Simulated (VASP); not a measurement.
These are MS2 meta-GGA, VASP's PBE PAW potentials (set 64) (plane waves; VASP) values and carry that method's errors.

The input files of a VASP run:

POSCAR:
```
SnSe2
1
    1.8700059058    -3.2389454476     0.0000000000
    1.8700059058     3.2389454476     0.0000000000
    0.0000000000     0.0000000000     6.4480945263
Sn Se
1 2
Direct
  0.0000000000   0.0000000000   0.0000000000
  0.3333330000   0.6666670000   0.2381391304
  0.6666670000   0.3333330000   0.7618608696
```

INCAR:
```
SYSTEM=SnSe2
PREC=Accurate; ENCUT=520; LREAL=.FALSE.
LASPH=.TRUE.
EDIFF=1E-7; NELM=100; ALGO=Normal
LMAXMIX=4; LMIXTAU=.TRUE.
ISMEAR=0; SIGMA=0.05
METAGGA=MS2
IBRION=2; NSW=30; ISIF=4
EDIFFG=-0.01
LWAVE=.FALSE.; LCHARG=.FALSE.
```

KPOINTS:
```
Automatic mesh
0
Gamma
7 7 4
0 0 0
```

POTCAR, in this order: Sn_d Se (PBE.64 set). Program: vasp_std.

The run wrote:

OSZICAR:
```
...
DAV:   4    -0.103225404427E+02    0.31806E-02   -0.94638E-03   962   0.105E+00    0.967E-02
DAV:   5    -0.103235986440E+02   -0.10582E-02   -0.76326E-03   954   0.911E-01    0.493E-02
DAV:   6    -0.103243886892E+02   -0.79005E-03   -0.12036E-03   996   0.356E-01    0.282E-02
DAV:   7    -0.103243877785E+02    0.91068E-06   -0.15145E-04  1223   0.113E-01    0.995E-03
DAV:   8    -0.103244155831E+02   -0.27805E-04   -0.17393E-05  1048   0.528E-02    0.586E-03
DAV:   9    -0.103244037590E+02    0.11824E-04   -0.29853E-06  1165   0.239E-02    0.289E-03
DAV:  10    -0.103244123968E+02   -0.86378E-05   -0.12360E-06  1026   0.185E-02    0.745E-04
DAV:  11    -0.103244060354E+02    0.63614E-05   -0.46027E-07  1000   0.115E-02    0.485E-04
DAV:  12    -0.103244097837E+02   -0.37483E-05   -0.14693E-07   758   0.688E-03    0.221E-04
DAV:  13    -0.103244095449E+02    0.23876E-06   -0.20234E-08   509   0.201E-03    0.215E-04
DAV:  14    -0.103244099893E+02   -0.44441E-06   -0.53372E-09   515   0.107E-03    0.768E-05
DAV:  15    -0.103244102571E+02   -0.26779E-06   -0.33172E-09   494   0.808E-04    0.316E-05
DAV:  16    -0.103244102385E+02    0.18585E-07   -0.73758E-10   485   0.383E-04
   6 F= -.10324410E+02 E0= -.10324410E+02  d E =-.117833E-01
       N       E                     dE             d eps       ncg     rms          rms(c)
DAV:   1    -0.103358430568E+02   -0.11433E-01   -0.57575E-01   957   0.541E+00    0.612E-01
DAV:   2    -0.103289895486E+02    0.68535E-02   -0.40971E-02  1103   0.225E+00    0.338E-01
DAV:   3    -0.103272198958E+02    0.17697E-02   -0.89951E-03  1145   0.112E+00    0.159E-01
DAV:   4    -0.103263633639E+02    0.85653E-03   -0.25023E-03   963   0.545E-01    0.489E-02
DAV:   5    -0.103266418773E+02   -0.27851E-03   -0.20070E-03   956   0.465E-01    0.251E-02
DAV:   6    -0.103268424254E+02   -0.20055E-03   -0.28809E-04   982   0.176E-01    0.138E-02
DAV:   7    -0.103268369990E+02    0.54264E-05   -0.40640E-05  1231   0.573E-02    0.523E-03
DAV:   8    -0.103268495386E+02   -0.12540E-04   -0.38791E-06  1033   0.273E-02    0.320E-03
DAV:   9    -0.103268431816E+02    0.63569E-05   -0.71075E-07  1186   0.121E-02    0.174E-03
DAV:  10    -0.103268472116E+02   -0.40299E-05   -0.32424E-07   990   0.941E-03    0.392E-04
DAV:  11    -0.103268440321E+02    0.31794E-05   -0.10421E-07   740   0.581E-03    0.270E-04
DAV:  12    -0.103268458215E+02   -0.17894E-05   -0.36893E-08   503   0.322E-03    0.138E-04
DAV:  13    -0.103268455710E+02    0.25052E-06   -0.50303E-09   493   0.941E-04    0.127E-04
DAV:  14    -0.103268458722E+02   -0.30124E-06   -0.97164E-10   490   0.485E-04    0.497E-05
DAV:  15    -0.103268460220E+02   -0.14980E-06   -0.69206E-10   488   0.366E-04    0.159E-05
DAV:  16    -0.103268459960E+02    0.26024E-07   -0.15424E-10   485   0.171E-04
   7 F= -.10326846E+02 E0= -.10326846E+02  d E =-.142191E-01
       N       E                     dE             d eps       ncg     rms          rms(c)
DAV:   1    -0.103614458947E+02   -0.34600E-01   -0.23179E+00   957   0.108E+01    0.123E+00
DAV:   2    -0.103334476344E+02    0.27998E-01   -0.16388E-01  1082   0.425E+00    0.680E-01
DAV:   3    -0.103266378834E+02    0.68098E-02   -0.37264E-02  1056   0.194E+00    0.316E-01
DAV:   4    -0.103234309269E+02    0.32070E-02   -0.10169E-02   959   0.103E+00    0.102E-01
DAV:   5    -0.103245473018E+02   -0.11164E-02   -0.78381E-03   955   0.920E-01    0.516E-02
DAV:   6    -0.103253458777E+02   -0.79858E-03   -0.13132E-03   976   0.374E-01    0.288E-02
DAV:   7    -0.103253407852E+02    0.50925E-05   -0.15435E-04  1187   0.117E-01    0.102E-02
DAV:   8    -0.103253688910E+02   -0.28106E-04   -0.19838E-05  1054   0.576E-02    0.597E-03
DAV:   9    -0.103253553624E+02    0.13529E-04   -0.36994E-06  1117   0.261E-02    0.268E-03
DAV:  10    -0.103253646832E+02   -0.93209E-05   -0.13330E-06  1053   0.197E-02    0.769E-04
DAV:  11    -0.103253578734E+02    0.68098E-05   -0.44070E-07  1045   0.114E-02    0.485E-04
DAV:  12    -0.103253617846E+02   -0.39112E-05   -0.14950E-07   777   0.705E-03    0.193E-04
DAV:  13    -0.103253614426E+02    0.34197E-06   -0.21172E-08   509   0.210E-03    0.198E-04
DAV:  14    -0.103253618304E+02   -0.38776E-06   -0.57784E-09   489   0.110E-03    0.800E-05
DAV:  15    -0.103253621479E+02   -0.31748E-06   -0.40522E-09   491   0.866E-04    0.305E-05
DAV:  16    -0.103253620890E+02    0.58822E-07   -0.95083E-10   488   0.479E-04
   8 F= -.10325362E+02 E0= -.10325362E+02  d E =-.127352E-01
       N       E                     dE             d eps       ncg     rms          rms(c)
DAV:   1    -0.103466600908E+02   -0.21298E-01   -0.12258E+00   958   0.783E+00    0.897E-01
DAV:   2    -0.103317839336E+02    0.14876E-01   -0.87323E-02  1074   0.321E+00    0.493E-01
DAV:   3    -0.103278241171E+02    0.39598E-02   -0.18598E-02  1089   0.160E+00    0.234E-01
DAV:   4    -0.103261007507E+02    0.17234E-02   -0.52032E-03   959   0.767E-01    0.691E-02
DAV:   5    -0.103268884522E+02   -0.78770E-03   -0.41800E-03   954   0.647E-01    0.352E-02
DAV:   6    -0.103272283277E+02   -0.33988E-03   -0.49568E-04  1010   0.222E-01    0.184E-02
DAV:   7    -0.103272525440E+02   -0.24216E-04   -0.65237E-05  1199   0.732E-02    0.793E-03
DAV:   8    -0.103272406411E+02    0.11903E-04   -0.10892E-05   993   0.475E-02    0.347E-03
DAV:   9    -0.103272541564E+02   -0.13515E-04   -0.27784E-06  1081   0.249E-02    0.353E-03
DAV:  10    -0.103272494869E+02    0.46696E-05   -0.67837E-07  1023   0.121E-02    0.528E-04
DAV:  11    -0.103272556940E+02   -0.62071E-05   -0.21811E-07   927   0.771E-03    0.392E-04
DAV:  12    -0.103272534384E+02    0.22556E-05   -0.42374E-08   538   0.318E-03    0.228E-04
DAV:  13    -0.103272534488E+02   -0.10446E-07   -0.11800E-08   494   0.135E-03
   9 F= -.10327253E+02 E0= -.10327253E+02  d E =-.146265E-01
       N       E                     dE             d eps       ncg     rms          rms(c)
DAV:   1    -0.103272952166E+02   -0.41778E-04   -0.28599E-03   957   0.380E-01    0.432E-02
DAV:   2    -0.103272411215E+02    0.54095E-04   -0.20249E-04  1074   0.181E-01    0.238E-02
DAV:   3    -0.103272317407E+02    0.93808E-05   -0.44137E-05  1146   0.891E-02    0.112E-02
DAV:   4    -0.103272310886E+02    0.65216E-06   -0.12739E-05   958   0.368E-02    0.334E-03
DAV:   5    -0.103272348802E+02   -0.37916E-05   -0.97183E-06   955   0.315E-02    0.173E-03
DAV:   6    -0.103272350295E+02   -0.14934E-06   -0.12726E-06   993   0.115E-02    0.918E-04
DAV:   7    -0.103272357155E+02   -0.68598E-06   -0.17503E-07   971   0.377E-03    0.351E-04
DAV:   8    -0.103272349432E+02    0.77235E-06   -0.17984E-08   514   0.205E-03    0.207E-04
DAV:   9    -0.103272354505E+02   -0.50733E-06   -0.44594E-09   481   0.100E-03    0.142E-04
DAV:  10    -0.103272351532E+02    0.29726E-06   -0.24237E-09   479   0.815E-04    0.211E-05
DAV:  11    -0.103272354426E+02   -0.28932E-06   -0.77401E-10   479   0.458E-04    0.202E-05
DAV:  12    -0.103272353626E+02    0.79991E-07   -0.24729E-10   477   0.230E-04
  10 F= -.10327235E+02 E0= -.10327235E+02  d E =-.146084E-01
       N       E                     dE             d eps       ncg     rms          rms(c)
DAV:   1    -0.103271869451E+02    0.48497E-04   -0.47492E-03   952   0.365E-01    0.272E-02
DAV:   2    -0.103272921725E+02   -0.10523E-03   -0.26681E-04  1124   0.128E-01    0.102E-02
DAV:   3    -0.103273027263E+02   -0.10554E-04   -0.64535E-06  1197   0.262E-02    0.674E-03
DAV:   4    -0.103273108236E+02   -0.80974E-05   -0.18817E-06  1099   0.164E-02    0.283E-03
DAV:   5    -0.103273158909E+02   -0.50673E-05   -0.77717E-07   968   0.105E-02    0.872E-04
DAV:   6    -0.103273179370E+02   -0.20461E-05   -0.88698E-07   960   0.100E-02    0.105E-03
DAV:   7    -0.103273187156E+02   -0.77860E-06   -0.27190E-07   960   0.530E-03    0.255E-04
DAV:   8    -0.103273193363E+02   -0.62066E-06   -0.10060E-08   506   0.109E-03    0.174E-04
DAV:   9    -0.103273193560E+02   -0.19720E-07   -0.33596E-09   482   0.632E-04
  11 F= -.10327319E+02 E0= -.10327319E+02  d E =-.839934E-04
```

OUTCAR:
```
------------------------ aborting loop because EDIFF is reached ----------------------------------------
  FORCE on cell =-STRESS in cart. coord.  units (eV):
  Direction    XX          YY          ZZ          XY          YZ          ZX
  --------------------------------------------------------------------------------------
  Total        0.4935771      0.4935772      0.4856213     -0.0000000      0.0000000      0.0000000
  in kB       10.1241274     10.1241291      9.9609396     -0.0000000      0.0000000      0.0000000
  external PRESSURE =      10.0697320 kB  Pullay stress =       0.0000000 kB
  volume of cell :       78.11
      direct lattice vectors                 reciprocal lattice vectors
     1.899052527 -3.289255745 -0.000000000     0.263289189 -0.152010071 -0.000000000
     1.899052527  3.289255745 -0.000000000     0.263289189  0.152010071 -0.000000000
     0.000000000  0.000000000  6.252351530     0.000000000  0.000000000  0.159939823
 POSITION                                       TOTAL-FORCE (eV/Angst)
 -----------------------------------------------------------------------------------
      1.89905     -3.28926      0.00000         0.000000      0.000000      0.000000
      1.89905      1.09642      1.56958        -0.000000     -0.000000      0.004509
      1.89905     -1.09642      4.68277        -0.000000      0.000000     -0.004509
 -----------------------------------------------------------------------------------
    total drift:                                0.000000     -0.000000     -0.000000
  FREE ENERGIE OF THE ION-ELECTRON SYSTEM (eV)
  ---------------------------------------------------
  free  energy   TOTEN  =       -10.3273193560 eV

  energy  without entropy=      -10.3273193560  energy(sigma->0) =      -10.32731936

 reached required accuracy - stopping structural energy minimisation
```
(Selected blocks of OUTCAR.)

**CONTCAR**
```
SnSe2
   1.00000000000000
     1.8990525271578880   -3.2892557452631310   -0.0000000000000000
     1.8990525271578880    3.2892557452631310   -0.0000000000000000
     0.0000000000000000    0.0000000000000000    6.2523515300590882
  Sn              Se
     1     2
Direct
     1.0000000000000000    0.0000000000000000    0.0000000000000000
     0.3333330000000032    0.6666669999999968    0.2510386408127783
     0.6666669999999968    0.3333330000000032    0.7489613591872216
```

**OUTCAR**
```
 val. band max:        3.7678405497   @ k =   0.1429   0.0000   0.2500

 cond. band min:       4.8481892795   @ k =   0.0000   0.4286   0.2500


 Fermi energy:         4.0089535238

 k-point     1 :       0.0000    0.0000    0.0000
  band No.  band energies     occupation
      1     -17.7301      2.00000
      2     -17.7299      2.00000
      3     -17.6355      2.00000
      4     -17.6332      2.00000
      5     -17.6331      2.00000
      6     -10.2935      2.00000
      7      -8.6367      2.00000
      8      -2.3120      2.00000
      9       3.1972      2.00000
     10       3.1972      2.00000
     11       3.5310      2.00000
     12       3.5310      2.00000
     13       3.5970      2.00000
     14       5.3392      0.00000
     15       7.2163      0.00000
     16       8.7723      0.00000
     17       8.7724      0.00000

 k-point     2 :       0.1429    0.0000    0.0000
  band No.  band energies     occupation
      1     -17.7413      2.00000
      2     -17.7252      2.00000
      3     -17.6372      2.00000
      4     -17.6299      2.00000
      5     -17.6290      2.00000
      6     -10.0894      2.00000
      7      -8.5001      2.00000
      8      -2.2601      2.00000
      9       1.5672      2.00000
     10       2.5536      2.00000
     11       2.5710      2.00000
     12       3.6496      2.00000
     13       3.7467      2.00000
     14       6.3627      0.00000
     15       7.8642      0.00000
     16       8.7339      0.00000
     17       9.1393      0.00000

 k-point     3 :       0.2857    0.0000    0.0000
  band No.  band energies     occupation
      1     -17.7679      2.00000
      2     -17.7168      2.00000
      3     -17.6454      2.00000
      4     -17.6196      2.00000
      5     -17.6142      2.00000
      6      -9.5240      2.00000
      7      -8.2046      2.00000
      8      -2.4531      2.00000
      9      -0.0022      2.00000
     10       1.2191      2.00000
     11       1.7764      2.00000
...
```

Unless said otherwise, spin-orbit coupling is left out, though it shifts the bands of the heavy elements here.

The compound is SnSe2 in the 1T layered structure. This cell is one point of a volume scan, at 0.94 of the reference volume. Symmetry was kept, so distortions that lower it aren't found.
